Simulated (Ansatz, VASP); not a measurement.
**Al36B36O107 (V_O hop (2.7 A)) in two plane-wave programs**

Wanted: the spread between two codes on one cell, functional and k mesh. Of the first pair: The structure shown is the start of the Ansatz relaxation below; VASP solves that cell, so the two are compared at the walk's first step.

Calculated with Ansatz 0.2.0; plane waves, with VASP 6.6.1 beside it; single point at PBEsol.

**1. Starting point**

The cell holds 179 atoms: 36 Al, 36 B and 107 O. Cell: a = 13.426 Å, b = 13.426 Å, c = 10.516 Å, α = 64.8°, β = 64.8°, γ = 60.0°. It derives from AlBO3 (AlBO3 (R-3c)). Nearest the centre at fractional (0.635, 0.365, 0.625): O154 at 1.34 Å, Al31 at 1.39 Å, B68 at 1.98 Å, O129 at 2.16 Å, Al20 at 2.23 Å, O117 at 2.32 Å, O128 at 2.37 Å, O161 at 2.41 Å. The cell carries charge +2.

**2. Ansatz: relaxation, PBEsol**

Ansatz runs on its default PAW (the set named soft_2) files.

The two programs are compared at the cell with which this relaxation starts, whose forces are those of its first step.

The input, input.yaml:

```yaml
crystal:
  lattice:
    - [-6.7129563, 11.62718138, 0.0]
    - [-13.4259126, 0.0, 0.0]
    - [-4.4753042, 2.58381808, 9.15826512]
  atoms:
    - { symbol: Al, position: [0.00106747, -0.00044535, -0.00124048] }
    - { symbol: Al, position: [0.17074531, 0.16494096, 0.2468811] }
[... 4 atom lines left out ...]
    - { symbol: O, position: [0.31644916, 0.18822113, 0.11839609] }
[... 8 atom lines left out ...]
    - { symbol: O, position: [0.2500955, 0.02062251, 0.87405279] }
    - { symbol: O, position: [0.31399846, 0.18671924, 0.62355434] }
    - { symbol: O, position: [0.18627799, 0.08347863, 0.62294319] }
[... 1 atom line left out ...]
    - { symbol: O, position: [0.01984128, 0.14762103, 0.87289132] }
[... 2 atom lines left out ...]
    - { symbol: B, position: [0.24953228, 0.58173121, 0.37757978] }
[... 4 atom lines left out ...]
    - { symbol: O, position: [0.18901804, 0.41684946, 0.12129301] }
    - { symbol: O, position: [0.08323515, 0.64705364, 0.12626644] }
    - { symbol: O, position: [0.01925169, 0.47990821, 0.37507675] }
    - { symbol: Al, position: [-0.00014191, 0.33310932, 0.49882968] }
[... 3 atom lines left out ...]
    - { symbol: O, position: [0.14531568, 0.58311289, 0.87832071] }
[... 13 atom lines left out ...]
    - { symbol: O, position: [0.08457518, 0.97992692, 0.1241707] }
[... 1 atom line left out ...]
    - { symbol: Al, position: [-0.00265226, 0.66806666, 0.4978174] }
[... 1 atom line left out ...]
    - { symbol: B, position: [0.2498925, 0.91737031, 0.87511014] }
[... 1 atom line left out ...]
    - { symbol: O, position: [0.14741153, 0.91682032, 0.87460341] }
    - { symbol: O, position: [0.24964091, 0.68548068, 0.87791285] }
[... 3 atom lines left out ...]
    - { symbol: O, position: [0.01937018, 0.81378168, 0.8751624] }
    - { symbol: Al, position: [0.33388858, -0.00225671, 0.00134362] }
[... 2 atom lines left out ...]
    - { symbol: B, position: [0.41871017, 0.08325613, 0.12217579] }
[... 3 atom lines left out ...]
    - { symbol: O, position: [0.52069265, 0.08501987, 0.12162512] }
[... 24 atom lines left out ...]
    - { symbol: B, position: [0.5839829, 0.58517221, 0.88313715] }
[... 21 atom lines left out ...]
    - { symbol: O, position: [0.58357804, 0.68847138, 0.87897594] }
    - { symbol: O, position: [0.64593558, 0.85260166, 0.62602273] }
    - { symbol: O, position: [0.51872634, 0.74717359, 0.62854436] }
[... 1 atom line left out ...]
    - { symbol: O, position: [0.35238673, 0.8140884, 0.87733833] }
[... 1 atom line left out ...]
    - { symbol: Al, position: [0.83717042, 0.16354089, 0.24446518] }
    - { symbol: B, position: [0.92456963, 0.24773223, 0.36773702] }
[... 4 atom lines left out ...]
    - { symbol: O, position: [0.85414454, 0.0830701, 0.12216677] }
    - { symbol: O, position: [0.75137248, 0.31363708, 0.12442605] }
    - { symbol: O, position: [0.68849562, 0.14602812, 0.37331708] }
    - { symbol: Al, position: [0.66770918, -0.0014266, 0.49923534] }
    - { symbol: Al, position: [0.83333333, 0.16666667, 0.75] }
[... 1 atom line left out ...]
    - { symbol: B, position: [0.751082, 0.08366399, 0.62309656] }
[... 10 atom lines left out ...]
    - { symbol: O, position: [0.81302706, 0.58189223, 0.37656141] }
[... 4 atom lines left out ...]
    - { symbol: O, position: [0.68624558, 0.48042109, 0.375] }
    - { symbol: Al, position: [0.66666667, 0.33333333, 0.5] }
[... 1 atom line left out ...]
    - { symbol: B, position: [0.91231085, 0.58489708, 0.87823336] }
    - { symbol: B, position: [0.75, 0.41666667, 0.625] }
    - { symbol: O, position: [0.81116404, 0.58387368, 0.87711706] }
    - { symbol: O, position: [0.91685908, 0.35324147, 0.87342214] }
    - { symbol: O, position: [0.97898525, 0.51982978, 0.62503817] }
    - { symbol: O, position: [0.84825113, 0.41649036, 0.62460247] }
[... 3 atom lines left out ...]
    - { symbol: Al, position: [0.8331242, 0.83358274, 0.25005742] }
[... 3 atom lines left out ...]
    - { symbol: O, position: [0.91570166, 0.68587282, 0.37495726] }
[... 1 atom line left out ...]
    - { symbol: O, position: [0.85266981, 0.75005263, 0.12597172] }
[... 11 atom lines left out ...]
    - { symbol: O, position: [0.68619963, 0.81423203, 0.87677702] }
total_charge: 2
basis:
  ecutwfc: 420
  xc_grid: 2
hamiltonian:
  xc: pbesol
kpoints:
  mp_grid: { grid: [1, 1, 1], shift: [0.25, 0.25, 0.25] }
scf:
  occupations: { method: fixed }
  max_iter: 150
output:
  forces: true
relax:
  f_tol: 0.02
  max_steps: 70
  random_displacement: { amplitude: 0.01, seed: 9000 }
```

Launch:

```console
$ ansatz run input.yaml --threads 32 --pin off --max-ram 84787MiB --backend cuda --events-out ev --progress --plain --runs-dir out --max-vram 78GiB
```

Numbers of over 12 decimals in the logs are rounded to 6 here.

Log:

```text
The last accepted step is kept in <dir> (removed where the run ends without a failure and the disk answers)
Engine: ansatz 0.2.0, aarch64-unknown-linux-gnu
Pseudopotentials: kind: paw
Pseudopotential: Al, paw, valence charge 3, recommended cutoff 420 eV (normal), Al.paw.azcp
Pseudopotential: B, paw, valence charge 3, recommended cutoff 420 eV (normal), B.paw.azcp
Pseudopotential: O, paw, valence charge 6, recommended cutoff 420 eV (normal), O.paw.azcp
Functional definition: PBEsol
  exchange = pbesol_x
  correlation = pbesol_c
[...]
Crystal: 179 atoms, lattice volume = 1429.656 Å³
Basis set: ecut = 420 eV, 27991 PW (Γ), exchange–correlation on 180×180×144 points (8 copies of the dense FFT grid, shifted against one another)
Bands: 607, of which v1, the nominal top of the filled ones, is band 428 counted from 1 (427 counted from 0)
Symmetry: 1 space group operations
k-points: 1
Non-local potential: Al, projectors of the file, l = 0: 2, l = 1: 2, l = 2: 1
Non-local potential: B, projectors of the file, l = 0: 2, l = 1: 2, l = 2: 1
Non-local potential: O, projectors of the file, l = 0: 2, l = 1: 2, l = 2: 1
PAW form: soft (Blöchl's): semilocal exchange-correlation on the pseudo side does not see the compensation charge
PAW frozen core: Al, regenerated for the run's functional, and the local potential with it (the file was generated under x = pbe(κ = 0.804, μ = 0.219515), c = pbe(β = 0.066725))
PAW frozen core: B, regenerated for the run's functional, and the local potential with it (the file was generated under x = pbe(κ = 0.804, μ = 0.219515), c = pbe(β = 0.066725))
PAW frozen core: O, regenerated for the run's functional, and the local potential with it (the file was generated under x = pbe(κ = 0.804, μ = 0.219515), c = pbe(β = 0.066725))
PAW one-centre angular grid: Al, 110 points (default); XC on 64 Gauss nodes
PAW one-centre angular grid: B, 110 points (default); XC on 64 Gauss nodes
PAW one-centre angular grid: O, 110 points (default); XC on 64 Gauss nodes
Initial density: superposition of atomic densities (neutral atoms scaled as one to the charged cell's electrons: chi_scale 0, normalization atom), corrected by the library's trained network
Initial wavefunctions: pseudopotential atomic-orbital guess
[...]
Functional: x = pbesol(κ = 0.804, μ = 0.123457), c = pbesol(β = 0.046)
SCF iter   1: F=—  HF=-84626.075045 eV  |F-HF|=—  |Δ(HF+E_count)|=         —  Δρ=1.36e-2  dr2=7.70e0  ethr=1.77e-3  ⟨swp⟩=5.0  Hψ=1888  notcnv=0  defer=177
preconditioner: auto → Resta (q_TF=auto, 2.505 Å⁻¹)  ε∞=3.6  [insulator: Δε(μ)=0.467 eV  Ē_g=17.735 eV  n_scr=384 (ndim 8)  ℏωp=28.7 eV  f_vac=0.000  ε∞_Penn≈3.6]
SCF iter   2: F=—  HF=-84626.089998 eV  |F-HF|=—  |Δ(HF+E_count)|=   1.50e-2  Δρ=2.87e-2  dr2=2.17e1  ethr=8.99e-4  ⟨swp⟩=3.0  Hψ=940  notcnv=0  defer=177  recentre
[...]
SCF iter   4: F=—  HF=-84624.589411 eV  |F-HF|=—  |Δ(HF+E_count)|=   6.87e-1  Δρ=1.07e-2  dr2=2.90e0  ethr=6.35e-4  ⟨swp⟩=3.0  Hψ=439  notcnv=0  defer=133
automatic band count: iteration 4 solves 563 bands in place of 607: the levels show a gap, and the empty bands left out lie too high to hold charge; the band table lists the bands solved (type scf.n_extra_bands for more)
[...]
automatic band count: iteration 13 solves 607 bands in place of 563: the levels no longer show a gap clear of their residuals, so the SCF keeps every band
[...]
SCF 1 converged in 53 iterations: F = -84624.278583 eV  dr2 = 8.49e-6
  greatest PAW one-centre occupation: 0.867 electrons in one spin orbital (limit 2), on the O atom at site 156 (counted from 0), in its partial waves of l = 0
relax step   1: F+E_penalty+E_count = -84624.27858310 eV  Δ(F+E_penalty+E_count) = +0.000e0 eV  max|allowed force component| = 3.334e0 eV/Å  Δτ_max = 0.0000 Å  (53 SCF iters, dr2 threshold 1.00e-5 eV, accepted)
[...]
relax step   3: F+E_penalty+E_count = -84629.11745043 eV  Δ(F+E_penalty+E_count) = -2.274e0 eV  max|allowed force component| = 2.631e0 eV/Å  Δτ_max = 0.1948 Å  (6 SCF iters, dr2 threshold 1.00e-4 eV, accepted)
[...]
relax step   6: F+E_penalty+E_count = -84629.84410521 eV  Δ(F+E_penalty+E_count) = -7.844e-2 eV  max|allowed force component| = 1.920e-1 eV/Å  Δτ_max = 0.0618 Å  (5 SCF iters, dr2 threshold 4.39e-5 eV, accepted)
[...]
relax step   9: F+E_penalty+E_count = -84629.86092315 eV  Δ(F+E_penalty+E_count) = -8.134e-4 eV  max|allowed force component| = 9.354e-2 eV/Å  Δτ_max = 0.0095 Å  (4 SCF iters, dr2 threshold 1.35e-6 eV, accepted)
[...]
relax step  12: F+E_penalty+E_count = -84630.05131117 eV  Δ(F+E_penalty+E_count) = -1.412e-1 eV  max|allowed force component| = 1.055e0 eV/Å  Δτ_max = 0.1198 Å  (5 SCF iters, dr2 threshold 1.00e-4 eV, accepted)
[...]
relax step  15: F+E_penalty+E_count = -84630.08368886 eV  Δ(F+E_penalty+E_count) = +3.191e-1 eV  max|allowed force component| = 5.575e0 eV/Å  Δτ_max = 0.1960 Å  (5 SCF iters, dr2 threshold 1.00e-4 eV, rejected (line search))
[...]
relax step  18: F+E_penalty+E_count = -84630.49942878 eV  Δ(F+E_penalty+E_count) = -6.455e-4 eV  max|allowed force component| = 1.877e-2 eV/Å  Δτ_max = 0.0066 Å  (6 SCF iters, accepted)
[...]
- { symbol: B, position: [0.913247, 0.249141, 0.380802] }
    - { symbol: B, position: [0.750694, 0.079284, 0.128265] }
    - { symbol: O, position: [0.810241, 0.250442, 0.377383] }
    - { symbol: O, position: [0.915861, 0.020029, 0.377031] }
    - { symbol: O, position: [0.980166, 0.185193, 0.127335] }
    - { symbol: O, position: [0.852977, 0.081373, 0.126784] }
    - { symbol: O, position: [0.751082, 0.312946, 0.120435] }
    - { symbol: O, position: [0.685290, 0.147884, 0.373129] }
    - { symbol: Al, position: [0.666840, 0.000343808, 0.499892] }
    - { symbol: Al, position: [0.844799, 0.146007, 0.770409] }
    - { symbol: B, position: [0.917747, 0.249237, 0.877242] }
    - { symbol: B, position: [0.750164, 0.087901, 0.624804] }
    - { symbol: O, position: [0.814578, 0.247745, 0.875793] }
    - { symbol: O, position: [0.921153, 0.00961912, 0.886364] }
    - { symbol: O, position: [0.975653, 0.187436, 0.631890] }
    - { symbol: O, position: [0.851531, 0.089397, 0.628700] }
    - { symbol: O, position: [0.522928, 0.416546, 0.618401] }
    - { symbol: O, position: [0.690258, 0.145572, 0.872391] }
    - { symbol: Al, position: [0.666625, 0.323191, 0.00601408] }
    - { symbol: Al, position: [0.832314, 0.498812, 0.253334] }
    - { symbol: B, position: [0.915837, 0.583161, 0.376747] }
    - { symbol: B, position: [0.751219, 0.415924, 0.121160] }
    - { symbol: O, position: [0.812650, 0.582598, 0.377698] }
    - { symbol: O, position: [0.907556, 0.351710, 0.389542] }
    - { symbol: O, position: [0.979789, 0.517469, 0.128982] }
    - { symbol: O, position: [0.852237, 0.414825, 0.127709] }
    - { symbol: O, position: [0.750112, 0.645245, 0.126521] }
    - { symbol: O, position: [0.684373, 0.478831, 0.374635] }
    - { symbol: Al, position: [0.656033, 0.338324, 0.478806] }
    - { symbol: Al, position: [0.850299, 0.503179, 0.749745] }
    - { symbol: B, position: [0.918676, 0.583122, 0.878764] }
    - { symbol: B, position: [0.728542, 0.462903, 0.694129] }
    - { symbol: O, position: [0.815314, 0.583346, 0.877402] }
    - { symbol: O, position: [0.916904, 0.352407, 0.878500] }
    - { symbol: O, position: [0.986715, 0.520625, 0.621792] }
    - { symbol: O, position: [0.848112, 0.419264, 0.640893] }
    - { symbol: O, position: [0.753023, 0.646915, 0.623388] }
    - { symbol: O, position: [0.691786, 0.482679, 0.841167] }
    - { symbol: Al, position: [0.666890, 0.667620, 0.000406166] }
    - { symbol: Al, position: [0.834328, 0.831677, 0.251174] }
    - { symbol: B, position: [0.916471, 0.916816, 0.376438] }
    - { symbol: B, position: [0.750738, 0.748303, 0.125823] }
[...]
- { symbol: O, position: [0.750476, 0.977776, 0.126221] }
    - { symbol: O, position: [0.686246, 0.814363, 0.373864] }
    - { symbol: Al, position: [0.666403, 0.670823, 0.492886] }
    - { symbol: Al, position: [0.833933, 0.833955, 0.749932] }
    - { symbol: B, position: [0.919349, 0.908578, 0.881917] }
    - { symbol: B, position: [0.750977, 0.750859, 0.623833] }
    - { symbol: O, position: [0.815552, 0.915127, 0.876419] }
    - { symbol: O, position: [0.917640, 0.686110, 0.877239] }
    - { symbol: O, position: [0.980251, 0.853813, 0.626303] }
    - { symbol: O, position: [0.853663, 0.750356, 0.625557] }
    - { symbol: O, position: [0.750125, 0.985152, 0.625012] }
    - { symbol: O, position: [0.687121, 0.813604, 0.874128] }
```

The column dr2 measures how far the density is from self-consistency, as an energy; F and HF (Harris–Foulkes) agree once it is small.

**3. VASP: single point, PBEsol, start cell, pair 1**

The same cell, functional and mesh now go to VASP, with its own data sets.

Lines of VASP's logs that name or quote its potential files are left out, and so is its time.

The input, INCAR:

```
SYSTEM = Al36B36O107
PREC = Accurate
ENCUT = 520
EDIFF = 1E-06
NELM = 120
ISMEAR = 0
SIGMA = 0.01
LREAL = Auto
ALGO = Normal
GGA = PS
NELECT = 856
NBANDS = 553
LORBIT = 11
LWAVE = .FALSE.
LCHARG = .FALSE.
ISIF = 2
ISYM = 0
LASPH = .TRUE.
GGA_COMPAT = .FALSE.
EFERMI = MIDGAP
```

The input, POSCAR:

```
Al36B36O107
1.0
   -6.7129563004     11.6271813813      0.0000000000
  -13.4259126008      0.0000000000      0.0000000000
   -4.4753042003      2.5838180847      9.1582651187
Al B O
36 36 107
Direct
    0.0011061055      0.9996143786      0.9977599469
    0.1707285252      0.1646735921      0.2479321106
[... 4 atom lines left out ...]
    0.9997776639      0.3325331696      0.4998223944
[... 8 atom lines left out ...]
    0.5052358122      0.1621701564      0.7481604770
    0.3383057090      0.3326387831      0.0083326917
    0.5004237539      0.4990548633      0.2551929836
[... 1 atom line left out ...]
    0.5005698563      0.5003302741      0.7491508393
[... 2 atom lines left out ...]
    0.3337636961      0.6632101141      0.5026866923
[... 4 atom lines left out ...]
    0.8331471478      0.1673730547      0.7491440694
    0.6683123865      0.3326938926      0.0011025014
    0.8356131867      0.5004488998      0.2485495856
    0.6669259897      0.3326377087      0.4996402638
[... 3 atom lines left out ...]
    0.6660440880      0.6662542007      0.5004704429
[... 13 atom lines left out ...]
    0.5852937224      0.2481855522      0.3760553943
[... 1 atom line left out ...]
    0.5841209200      0.2496263605      0.8752176199
[... 1 atom line left out ...]
    0.5832812804      0.5825533930      0.3752364619
[... 1 atom line left out ...]
    0.5846625671      0.5846054121      0.8825665009
    0.4174807474      0.4164922963      0.6242965153
[... 3 atom lines left out ...]
    0.4167250470      0.7480910483      0.6267609559
    0.9249828965      0.2468567857      0.3681594665
[... 2 atom lines left out ...]
    0.7519449854      0.0835279340      0.6226147558
[... 3 atom lines left out ...]
    0.7496281917      0.4163944287      0.6246318408
[... 24 atom lines left out ...]
    0.3061294448      0.5133890106      0.6409431179
[... 21 atom lines left out ...]
    0.4810276134      0.2497211359      0.8741252733
    0.5831423124      0.0207765166      0.8745207631
    0.6466491215      0.1867031748      0.6242302364
[... 1 atom line left out ...]
    0.4201239524      0.3081533351      0.6262641369
[... 1 atom line left out ...]
    0.4810731425      0.5740375094      0.3915203320
    0.5827956800      0.3527311212      0.3760016723
[... 4 atom lines left out ...]
    0.4788971941      0.5861255558      0.8877047011
    0.5839292714      0.3532275649      0.8748245324
    0.6469703308      0.5197728680      0.6240313996
    0.4160875511      0.6411666753      0.6331535422
    0.3539078651      0.4808414103      0.8771426570
[... 1 atom line left out ...]
    0.5836557825      0.6835452206      0.3790693931
[... 10 atom lines left out ...]
    0.8136272712      0.2508641863      0.3745937637
[... 4 atom lines left out ...]
    0.6892783274      0.1459750371      0.3725656503
    0.8130585610      0.2507288340      0.8742312978
[... 1 atom line left out ...]
    0.9805812846      0.1864877868      0.6218969342
    0.8529700441      0.0860356304      0.6209862814
    0.5198288344      0.4163685779      0.6241154767
    0.6864354677      0.1474500364      0.8739192299
    0.8135045037      0.5819054613      0.3770650833
    0.9197859581      0.3508948323      0.3709130448
[... 3 atom lines left out ...]
    0.6855421146      0.4803003189      0.3750792268
[... 3 atom lines left out ...]
    0.8482910737      0.4163118253      0.6237466295
[... 1 atom line left out ...]
    0.6848886398      0.4809852362      0.8771231118
[... 11 atom lines left out ...]
    0.6854105217      0.8142158405      0.8774586557
```

The input, KPOINTS:

```
Points of the shifted mesh
1
Reciprocal
 0.2500000000  0.2500000000  0.2500000000 1
```

Potentials, in the order of the species: Al, B and O (PBE family, release 64).

Launch:

```console
$ export OMP_NUM_THREADS=3
$ mpirun -np 1 vasp_std
```

Log:

```text
[banner, memory and clock lines left out]
running    1 mpi-ranks, on    1 nodes
[...]
Offloading initialized ...    1 GPUs detected
[...]
|                                                                             |
|               ----> ADVICE to this user running VASP <----                  |
|                                                                             |
|     You enforced a specific xc type in the INCAR file but a different       |
|     [... a line on the potential file left out ...]
|     I HOPE YOU KNOW WHAT YOU ARE DOING!                                     |
|                                                                             |

 LDA part: xc-table for (Slater+PW92), standard interpolation
 POSCAR, INCAR and KPOINTS ok, starting setup
[...]
entering main loop
       N       E                     dE             d eps       ncg     rms          rms(c)
DAV:   1     0.465071532828E+04    0.46507E+04   -0.46859E+05  1106   0.150E+03
DAV:   2    -0.123366261006E+04   -0.58844E+04   -0.56748E+04  1299   0.340E+02
DAV:   3    -0.157791686592E+04   -0.34425E+03   -0.34164E+03  1300   0.841E+01
DAV:   4    -0.158212005210E+04   -0.42032E+01   -0.41902E+01  1300   0.100E+01
DAV:   5    -0.158218204984E+04   -0.61998E-01   -0.61925E-01  1300   0.113E+00BRMIX: very serious problems
 the old and the new charge density differ
 old charge density:   858.00000 new  856.00000
    0.700E+01
DAV:   6    -0.146502854064E+04    0.11715E+03   -0.45726E+02  1252   0.281E+01    0.285E+01
DAV:   7    -0.146581873585E+04   -0.79020E+00   -0.99277E+01  1484   0.854E+00    0.181E+01
DAV:   8    -0.146147093354E+04    0.43478E+01   -0.59493E+00  1556   0.622E+00    0.110E+01
DAV:   9    -0.146604518983E+04   -0.45743E+01   -0.46079E+01  1372   0.808E+00    0.143E+01
[...]
DAV:  29    -0.146092964960E+04    0.34073E-05   -0.98017E-06   844   0.348E-03    0.500E-02
DAV:  30    -0.146092965172E+04   -0.21217E-05   -0.17090E-06   836   0.328E-03    0.498E-02
DAV:  31    -0.146092965135E+04    0.37112E-06   -0.90436E-07   676   0.202E-03
   1 F= -.14609297E+04 E0= -.14609251E+04  d E =-.901160E-02
```

Parts of OUTCAR (step 3):

```text
  FREE ENERGIE OF THE ION-ELECTRON SYSTEM (eV)
  ---------------------------------------------------
  free  energy   TOTEN  =     -1460.9296513493 eV

  energy  without entropy=    -1460.9206397539  energy(sigma->0) =    -1460.92514555

[... 1 further part left out ...]
```

The run ends at a pressure of -1.88 GPa, with forces up to 3.4 eV/Å.

(Continued in part 2 of 2.)

[Lines on the potential files, build, host, timing and source positions are cut from VASP's logs without a mark.]

[Logs are printed without paths, hosts, clocks, repeated set-up lines and the standing remarks that a program may print on its own settings, such as how far it seeks lower states.]

[Hosts, paths, dates, database ids (printed as entryN), source tags and the programs' standing remarks are cut or masked in the printed files.]
